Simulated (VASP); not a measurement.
AgCl (rock salt) relaxed at rising pressure, in one space group throughout; other phases were not tried. The pressures are those reached. Calculation: LDA (Ceperley-Alder, Perdew-Zunger), VASP's LDA PAW potentials (set 64) (plane waves; VASP).

| P (GPa) | V (Å³/atom) | k-mesh |
|---|---|---|
| -0.05 | 19.208 | 9×9×9 |
| 5.01 | 18.051 | 9×9×9 |
| 9.99 | 17.222 | 9×9×9 |
| 20.02 | 16.026 | 9×9×9 |
| 29.99 | 15.174 | 9×9×9 |

Question: Fit an equation of state and predict the volume at 44.91 GPa.

Answer: Least squares on the third-order Birch-Murnaghan form, P = (3B0/2)(y⁷ − y⁵)[1 + (3/4)(B′ − 4)(y² − 1)] with y = (V0/V)^(1/3), gives V0 = 19.193 Å³/atom, B0 = 70 GPa and B′ = 5.1, and so 14.238 Å³/atom. The run gave 14.233 Å³/atom, -0.0 % from the fit.

Pressures at which the relaxation failed are left out.

The compound is AgCl in the rock salt structure.
